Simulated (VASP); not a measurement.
Given:

```
CELL_PARAMETERS angstrom
      2.75474     0.00000     0.00000
     -1.37737     2.38568     0.00000
      0.00000     0.00000     4.44397
ATOMIC_POSITIONS crystal
  Pt 0.00000 0.00000 0.00000
  F  0.33333 0.66667 0.25200
  F  0.66667 0.33333 0.74800
```

All values below come from PBE GGA, VASP's PBE PAW potentials (set 64) (plane waves; VASP 6.6.1). Numerical set-up: 400 eV cut-off, 9×9×5 Γ-centred mesh, Gaussian smearing of 0.10 eV, potentials Pt F.

At this cut-off the stress carries a Pulay error, which pulls relaxed volumes low.

### Question
Give the force on each atom (eV/Å).

### Answer

```csv
atom,Fx,Fy,Fz
Pt1,0.000,0.000,0.000
F2,0.000,0.000,9.156
F3,0.000,0.000,-9.156
```

### Question
Give the stress tensor in GPa (positive for a compressed cell).

### Answer

```
138.84    0.00    0.00
  0.00  138.84    0.00
  0.00    0.00  108.55
```
The pressure is its mean diagonal, 128.74 GPa.

The structure was generated: PtF2 was put into an ordered model structure, which need not be its known phase. The cell was not relaxed at this level.
